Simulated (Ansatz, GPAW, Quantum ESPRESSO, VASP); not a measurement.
**Code comparison for AgAu3 (P1, 4 atoms in the cell)**

Self-consistent single point, at a second geometry (atoms moved at random). First geometry:

```
AgAu3
1.0
    4.12163     0.00000     0.00000
    0.00000     4.12163     0.00000
    0.00000     0.00000     4.12163
Ag Au
1 3
Direct
  0.50000   0.50000   0.50000
  0.50000   0.00000   0.00000
  0.00000   0.50000   0.00000
  0.00000   0.00000   0.50000
```

Second geometry:
```xyz
4
Lattice="4.1216 0.0000 0.0000 0.0000 4.1216 0.0000 0.0000 0.0000 4.1216" Properties=species:S:1:pos:R:3 pbc="T T T"
Ag     2.0116     2.0574     2.0506
Au     2.0815     0.0374     0.0406
Au    -0.0160     2.0770     0.0009
Au     0.0444    -0.0502     2.0297
```

Shared settings, as Ansatz (a quantum-chemistry and plane-wave program) writes them: kpoints.mp_grid.grid = 6 6 6; scf.occupations.method = fermi_dirac; scf.occupations.width = 0.1 eV. Potentials and cutoffs stand in the table.

| code | model | ΔF from the first geometry (meV/atom) | pressure (GPa) | largest force (eV/Å) | cutoff |
|---|---|---|---|---|---|
| Quantum ESPRESSO | LDA (PZ), GBRV 1.5 ultrasoft (LDA) pseudopotentials | 8.5 | -9.90 | 0.486 | 40 Ry |
| Ansatz | LDA (PW92), PAW files made with PBE | 8.4 | -9.28 | 0.481 | 420 eV |
| GPAW | LDA (Perdew-Wang 92), GPAW PAW datasets LDA (gpaw-data 1.0.1) | 9.2 | -7.28 | 0.533 | 600 eV |
| VASP | LDA (PZ), VASP's LDA PAW potentials (set 64) | 8.5 | -9.47 | 0.487 | 300 eV |

Size of the force on each atom (eV/Å): Sizes of forces hide their directions.

```csv
code,Ag1,Au2,Au3,Au4
Quantum ESPRESSO,0.347,0.339,0.202,0.486
Ansatz,0.342,0.335,0.201,0.481
GPAW,0.359,0.369,0.226,0.533
VASP,0.344,0.340,0.203,0.487
```

On Ansatz's run: spin-orbit coupling is off.

The spread over the programs that give each value: ΔF from the first geometry within 0.8 meV/atom; pressure within 2.62 GPa; largest force within 0.052 eV/Å.

Ansatz's pressure is given at a fixed set of plane waves, as the other plane-wave codes print theirs; with its correction for the finite basis it is -9.23 GPa. The same LDA comes in different parametrisations, which differ slightly. In the pressure, GPAW (by 2.09) lies more than 1 GPa from the median of the plane-wave programs.

VASP's run is marked for a possible Pulay error in its stress at this cutoff; no cutoff test was made.

The starting cell comes from a database of computed structures (which also holds hypothetical and non-ambient phases and stackings), without a prior relaxation at this level. For this run, on top of that: atoms moved at random.

Left out of this page: CP2K, FLEUR and SIESTA (not drawn, or without a comparable value).

Keys are those of Ansatz 0.2.
